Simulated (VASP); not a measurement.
Given:

```
AuCu3
1.0
    3.72316     0.00000     0.00000
    0.00000     3.72316     0.00000
    0.00000     0.00000     3.72316
Cu Au
3 1
Direct
  0.00000   0.50000   0.50000
  0.50000   0.00000   0.50000
  0.50000   0.50000   0.00000
  0.00000   0.00000   0.00000
```

Method: PBE GGA with D3 dispersion (Becke-Johnson damping), VASP's PBE PAW potentials (set 64) (plane waves; VASP 6.6.1). Numerical set-up: 520 eV cut-off, 9×9×9 Γ-centred mesh, tetrahedra with Blöchl corrections, potentials Cu Au.

The cores are frozen, which limits the accuracy of field gradients.

Q: Give the principal components of the electric field gradient (V/Å²) and the asymmetry η at each nucleus.

A: 
```
atom    Vxx    Vyy   Vzz     η
----  -----  -----  ----  ----
Cu1   -10.1  -10.1  20.2  0.00
Cu2   -10.1  -10.1  20.2  0.00
Cu3   -10.1  -10.1  20.2  0.00
Au4     0.0    0.0   0.0     -
```

The compound is Cu3Au in the L1_2 structure. It was relaxed first.
